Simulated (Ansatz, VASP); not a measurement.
**WSO (2H-WOS, 2 layers, AB stacking) in two plane-wave programs**

Aim: how closely do two programs agree when they are given the same cell, functional and k mesh? The structure shown is the start of the Ansatz relaxation below; VASP solves that cell, so the two are compared at the walk's first step.

Method: plane waves, with VASP 6.6.1 beside it; single point at PBE with D3(BJ), in Ansatz 0.2.0.

## (1) The starting structure

The cell holds 6 atoms: 2 S, 2 W and 2 O. Cell: a = 3.053 Å, b = 3.053 Å, c = 31.344 Å, α = 90.0°, β = 90.0°, γ = 120.0°. Vacuum lies along c.

## (2) Ansatz: relaxation, PBE with D3(BJ)

Ansatz runs on its default PAW (the set named soft_2) files.

The two programs are compared at the cell with which this relaxation starts, whose forces are those of its first step.

The input, input.yaml:

```yaml
crystal:
  lattice:
    - [3.052956, 0.0, 0.0]
    - [-1.526478, 2.6439374526, 0.0]
    - [0.0, 0.0, 31.344407716]
  atoms:
    - { symbol: S, position: [0.3333333333, 0.6666666667, 0.3509397944] }
    - { symbol: W, position: [0.0, 0.0, 0.4087543718] }
    - { symbol: O, position: [0.3333333333, 0.6666666667, 0.4473590308] }
    - { symbol: S, position: [0.6666666667, 0.3333333333, 0.5526409692] }
    - { symbol: W, position: [0.3333333333, 0.6666666667, 0.6104555465] }
    - { symbol: O, position: [0.6666666667, 0.3333333333, 0.6490602056] }
kpoints:
  mp_grid: { grid: [12, 12, 1] }
hamiltonian:
  xc: pbe
  dispersion: d3bj
scf:
  occupations: { method: fermi_dirac, width: 0.05 }
  convergence: { dr2_threshold: 1.0e-08 }
efield:
  axis: 3
  dipole_correction: true
  ramp_position: 0.97
  ramp_width: 0.04
relax:
  f_tol: 0.01
  cell: { fix: [c, alpha, beta] }
output:
  write_potential: true
  write_density: true
  volumetric_format: npy
```

Started as:

```sh
ansatz run input.yaml --threads 4 --pin off --max-ram 8192MiB --backend cpu --events-out ev --progress --plain --runs-dir out
```

Numbers of over 12 decimals in the logs are rounded to 6 here.

What it wrote:

```text
Warning: relax.cell: scf.convergence.dr2_threshold = 1e-8 eV is looser than the 6e-10 eV advised for a relaxation that steers and ends on the stress (1e-10 eV for each atom of the cell: 6). What an SCF threshold leaves in a stress goes as its square root, and in the free energy as the threshold itself, and one threshold admits the most on a small cell: [figures from the program's tests cut] Set scf.convergence.dr2_threshold to 6e-10 eV or tighter. The threshold is an SCF's pass mark: one that does not reach it within its budget of iterations ends unconverged, or closes short of it on a stop that the run arms, and scf.convergence.dr2_threshold's page says what that costs each kind of run
Engine: ansatz 0.2.0, x86_64-unknown-linux-gnu
Pseudopotentials: kind: paw
Pseudopotential: S, paw, valence charge 6, recommended cutoff 420 eV (normal), S.paw.azcp
Pseudopotential: W, paw, valence charge 14, recommended cutoff 420 eV (normal), W.paw.azcp
Pseudopotential: O, paw, valence charge 6, recommended cutoff 420 eV (normal), O.paw.azcp
Functional definition: PBE
  parameter kappa = 0.804
  parameter beta = 0.066725
  exchange = pbe_x(kappa = kappa, mu = beta*pi^2/3)
  correlation = pbe_c(beta = beta)
Crystal: 6 atoms, lattice volume = 253.007 Å³
Basis set: ecut = 420 eV, 4917 PW (Γ), exchange–correlation on 48×48×432 points (8 copies of the dense FFT grid, shifted against one another)
Bands: 32, of which v1, the nominal top of the filled ones, is band 26 counted from 1 (25 counted from 0)
Symmetry: 6 space group operations
Space group: P3m1 (ITA 156), of the structure as read, at distance tolerance 6.3e-5 Å
k-points: 19 of 144 (time reversal used)
Non-local potential: S, projectors of the file, l = 0: 2, l = 1: 2, l = 2: 2
Non-local potential: W, projectors of the file, l = 0: 3, l = 1: 2, l = 2: 2, l = 3: 1
Non-local potential: O, projectors of the file, l = 0: 2, l = 1: 2, l = 2: 1
PAW form: soft (Blöchl's): semilocal exchange-correlation on the pseudo side does not see the compensation charge
PAW one-centre angular grid: S, 110 points (default); XC on 64 Gauss nodes
PAW one-centre angular grid: W, 590 points (default); XC on 64 Gauss nodes
PAW one-centre angular grid: O, 110 points (default); XC on 64 Gauss nodes
Initial density: superposition of atomic densities (neutral atoms: chi_scale 0, normalization atom), corrected by the library's trained network
Initial wavefunctions: pseudopotential atomic-orbital guess
Functional: x = pbe(κ = 0.804, μ = 0.219515), c = pbe(β = 0.066725)
SCF iter   1: F=—  HF=-23712.113680 eV  |F-HF|=—  |Δ(HF+E_count)|=         —  Δρ=4.79e-3  dr2=3.16e-1  ethr=1.77e-3  p=-0.029 e·Å  D=-2.08e-2 V/Å  ΔV_dip=0.65 eV  dr2_dipole=9.56e-2  V_vac-E_F(+/−)=5.69/5.04 eV  ⟨swp⟩=8.3  Hψ=3115  notcnv=0
efield: sawtooth ramp at fractional position 0.9700 (set: `efield.ramp_position`, or a place that a band, a saddle search or an elastic batch's reference lends), width 0.0400; the density the first Hamiltonian is built on has a dipole p = -0.029 e·Å; the dipole correction subtracts the counter field D = -2.08e-2 V/Å, which shifts the + side's vacuum level by +0.65 eV against the − side's; the planar-averaged density in the ramp window peaks in size at 8.6e-6 e/Å³
preconditioner: auto → Resta (q_TF=auto, 2.096 Å⁻¹)  ε∞=3.5  [insulator: Δε(μ)=0.928 eV  Ē_g=8.924 eV  σ=0.050 eV  W_gap=1.00  n_scr=20 (ndim 8)  ℏωp=14.0 eV  f_vac=0.607  D(μ)=0.00/eV (n_scr^D=0)  ε∞_Penn≈3.5  vacuum switching on, ρ_ref=5.8e-3 e/Å³]
SCF iter   2: F=—  HF=-23712.090533 eV  |F-HF|=—  |Δ(HF+E_count)|=   2.31e-2  Δρ=5.54e-3  dr2=3.23e-1  ethr=6.08e-4  p=-0.111 e·Å  D=-7.90e-2 V/Å  ΔV_dip=2.48 eV  dr2_dipole=1.77e-2  V_vac-E_F(+/−)=6.50/4.02 eV  ⟨swp⟩=3.1  Hψ=1037  notcnv=0  defer=5
SCF iter   3: F=—  HF=-23712.059101 eV  |F-HF|=—  |Δ(HF+E_count)|=   3.14e-2  Δρ=2.03e-3  dr2=4.90e-2  ethr=6.08e-4  p=-0.090 e·Å  D=-6.47e-2 V/Å  ΔV_dip=2.03 eV  dr2_dipole=1.54e-2  V_vac-E_F(+/−)=6.27/4.24 eV  ⟨swp⟩=2.8  Hψ=834  notcnv=0  defer=5
SCF iter   4: F=—  HF=-23712.045523 eV  |F-HF|=—  |Δ(HF+E_count)|=   1.36e-2  Δρ=1.64e-3  dr2=1.06e-2  ethr=9.42e-5  p=-0.133 e·Å  D=-9.54e-2 V/Å  ΔV_dip=2.99 eV  dr2_dipole=5.39e-4  V_vac-E_F(+/−)=6.69/3.70 eV  ⟨swp⟩=2.6  Hψ=1076  notcnv=0  defer=4
SCF iter   5: F=—  HF=-23712.044206 eV  |F-HF|=—  |Δ(HF+E_count)|=   1.32e-3  Δρ=5.47e-4  dr2=2.19e-3  ethr=2.04e-5  p=-0.135 e·Å  D=-9.67e-2 V/Å  ΔV_dip=3.03 eV  dr2_dipole=4.06e-4  V_vac-E_F(+/−)=6.69/3.66 eV  ⟨swp⟩=2.0  Hψ=937  notcnv=0  defer=4
[...]
preconditioner: auto → LDOS  [insulator: Δε(μ)=0.137 eV  Ē_g=9.668 eV  σ=0.050 eV  W_gap=0.58  n_scr=20 (ndim 8)  ℏωp=14.3 eV  f_vac=0.634  D(μ)=0.17/eV (n_scr^D=2)  ε∞_Penn≈3.2  β→1.0]
SCF iter   2: F=—  HF=-23712.977109 eV  |F-HF|=—  |Δ(HF+E_count)|=   2.42e-4  Δρ=8.36e-5  dr2=1.55e-5  ethr=1.31e-8  p=-0.132 e·Å  D=-9.86e-2 V/Å  ΔV_dip=3.09 eV  dr2_dipole=7.52e-7  V_vac-E_F(+/−)=6.36/3.27 eV  ⟨swp⟩=3.3  Hψ=1401  notcnv=0
SCF iter   3: F=—  HF=-23712.977108 eV  |F-HF|=—  |Δ(HF+E_count)|=   1.47e-6  Δρ=5.03e-5  dr2=9.74e-6  ethr=1.31e-8  p=-0.132 e·Å  D=-9.86e-2 V/Å  ΔV_dip=3.09 eV  dr2_dipole=8.35e-7  V_vac-E_F(+/−)=6.36/3.27 eV  ⟨swp⟩=3.1  Hψ=1184  notcnv=0
SCF iter   4: F=—  HF=-23712.977107 eV  |F-HF|=—  |Δ(HF+E_count)|=   1.03e-6  Δρ=2.51e-5  dr2=1.67e-6  ethr=1.31e-8  p=-0.132 e·Å  D=-9.85e-2 V/Å  ΔV_dip=3.09 eV  dr2_dipole=9.41e-9  V_vac-E_F(+/−)=6.36/3.27 eV  ⟨swp⟩=2.0  Hψ=801  notcnv=0
SCF iter   5: F=—  HF=-23712.977107 eV  |F-HF|=—  |Δ(HF+E_count)|=   2.30e-7  Δρ=6.15e-6  dr2=1.35e-7  ethr=3.20e-9  p=-0.132 e·Å  D=-9.86e-2 V/Å  ΔV_dip=3.09 eV  dr2_dipole=6.82e-9  V_vac-E_F(+/−)=6.36/3.27 eV  ⟨swp⟩=2.1  Hψ=871  notcnv=0
SCF iter   6: F=-23712.977107 eV  HF=-23712.977107 eV  |F-HF|=1.27e-9  |Δ(HF+E_count)|=   1.09e-8  Δρ=1.51e-6  dr2=4.71e-9  ethr=1.92e-11  p=-0.132 e·Å  D=-9.86e-2 V/Å  ΔV_dip=3.09 eV  dr2_dipole=7.28e-12  V_vac-E_F(+/−)=6.36/3.27 eV  ⟨swp⟩=12.1  Hψ=5829  notcnv=0
SCF 8 converged in 6 iterations: F = -23712.977107 eV  dr2 = 4.71e-9
relax step   8: F+E_penalty+E_count = -23712.97710662 eV  Δ(F+E_penalty+E_count) = +5.468e-3 eV  max|allowed force component| = 6.612e-3 eV/Å  Δτ_max = 0.0000 Å  P = -0.040 GPa  Ω = 242.461 Å³  fix = [c, alpha, beta]  reactions: c -0.023 GPa  stress off target by 4.83e-2 GPa on what of the cell is left free  SCF on the basis re-selected at this cell (its energy is not comparable with the rows above)  (6 SCF iters)
basis re-selected at this cell: Δ(F+E_penalty+E_count) = +5.468e-3 eV, ΔP = -0.041 GPa vs the last step (what re-selecting the basis moved, of the pressure what is left beyond the Pulay correction that the steps carried, after the strain that the cell walked since its last selection, with what the two solves' SCF thresholds leave and, on support functions, any second-order correction that the steps lacked; it is no measure of the basis error at this ecutwfc). The dense FFT grid was sized anew with the basis: this SCF ran on 20×20×216 points, the steps before it on 24×24×216, so part of this shift can come from that change (see relax.cell in the input reference). [rest of the remark cut]
WARN: The output density's exchange-correlation potential varies sharply where the density is thin. Do not read a vacuum level from v_tot or v_xc, or from such a field of the output density. On a cell that repeats whose density bears no net charge and no dipole along the vacuum's axis use v_es (v_loc + v_h of the components); under efield.dipole_correction with no amplitude use v_es + v_field, which holds any externa [...]
SCF converged after 6 iterations
Free energy (F): -23712.977107 eV
Harris-Foulkes:  -23712.977107 eV  (|F-HF|=1.27e-9)
Internal energy: -23712.975479 eV  (E = F + TS)
E sigma→0 (E₀):  -23712.976293 eV
Entropy (-TS):   -0.001627 eV (-0.271 meV/atom)
Fermi energy:    1.643753 eV
Dipole field:    D = -0.098560 V/Å  (p = -0.132063 e·Å, saw-weighted, corrected)
Work function:   Φ+ = 6.3583 eV   Φ− = 3.2690 eV
Levels:          The Fermi level and band energies are counted from a zero that moves with the ramp; work functions are not
--- Per-component energies (eV) ---
  E_band       = -977.089341
  E_kinetic    = 1467.765663
  E_local      = -77325.673917  (includes V_loc(G=0)·N_el)
  E_nonlocal   = 152.272416
  E_hartree    = 37949.442152
  E_xc         = -877.052068
  E_vxc        = -842.601460  (∫ρ·V_xc dr)
  E_paw        = -18640.568413  (= ΣΔE_a)
  E_vpaw       = -330.120157  (= ΣTr[D̂ρ^β])
  E_aug_tail   = 0.004747  (compensation charges beyond the density's cutoff)
  E_efield     = 0.006508  (sawtooth field / dipole correction)
  E_vefield    = 2.378788  (∫n·V_field dr)
  E_ewald      = 33562.506261
  E_disp       = -1.678829  (pairwise vdW)
  E_smearing   = -0.001627  (= −TS)
  E_closure    = 0.000000  (closes the sum)
  Σ components = -23712.977107   (vs F -23712.977107, Δ=0.00e0)
--- Forces (eV/Å), atoms counted from 1 ---
  atom   1  S     -0.00000000    -0.00000000    -0.00028478
  atom   2  W     -0.00000000     0.00000000     0.00661876
  atom   3  O      0.00000000     0.00000000     0.00009368
  atom   4  S      0.00000000    -0.00000000    -0.00596104
  atom   5  W      0.00000000     0.00000000     0.00364021
  atom   6  O      0.00000000     0.00000000    -0.00406543
  max |Σ_I F_I| component: 4.14e-5 eV/Å
--- Stress (GPa, compression-positive) ---
       -0.048309       0.000000       0.000000
        0.000000      -0.048309      -0.000000
        0.000000      -0.000000      -0.022727
  P = ⅓ Tr σ = -0.0398 GPa (-0.398 kbar)
--- Band table (eV; the first three rows and the last of 19) ---
  k-point 0: bands = [... 22 lower, -0.6325, -0.6325, 0.1635, 1.5953, 2.4728, 2.4728, 3.0462, 3.0462, ... 2 higher]
  k-point 1: bands = [... 22 lower, -0.8835, -0.7432, 0.0188, 1.4291, 2.4034, 2.4788, 2.8535, 3.1926, ... 2 higher]
  k-point 2: bands = [... 22 lower, -1.1978, -0.9463, -0.4686, 0.9588, 2.1831, 2.4447, 2.7900, 3.6196, ... 2 higher]
  k-point 18: bands = [... 22 lower, -2.6148, -1.6831, -0.8280, 0.6212, 1.7329, 3.1913, 3.2552, 4.1520, ... 2 higher]
--- Relaxed structure (7 steps of the walk, 6 accepted, 1 SCFs on fresh bases) ---
  F+E_penalty+E_count = -23712.97710662 eV   max|allowed force component| = 6.612e-3 eV/Å   (the final SCF, on the basis selected at the relaxed cell)
  cell:  # Å, volume = 242.4611 Å³
    - [2.988655, 0.0, 0]
    - [-1.494327, 2.588251, 0]
    - [0, 0, 31.344407716]
  atoms:
    - { symbol: S, position: [0.333333, 0.666667, 0.366240] }
    - { symbol: W, position: [-5.770280296018286e-18, -3.392348130790114e-17, 0.418429] }
    - { symbol: O, position: [0.333333, 0.666667, 0.455704] }
    - { symbol: S, position: [0.666667, 0.333333, 0.545752] }
    - { symbol: W, position: [0.333333, 0.666667, 0.597888] }
    - { symbol: O, position: [0.666667, 0.333333, 0.635197] }
```

The column dr2 measures how far the density is from self-consistency, as an energy; F and HF (Harris–Foulkes) agree once it is small.

(Part 1 of 2 ends here.)

[Lines on the potential files, build, host, timing and source positions are cut from VASP's logs without a mark.]

[Logs are printed without paths, hosts, clocks, repeated set-up lines and the standing remarks that a program may print on its own settings, such as how far it seeks lower states.]

[Hosts, paths, dates, database ids (printed as entryN), source tags and the programs' standing remarks are cut or masked in the printed files.]
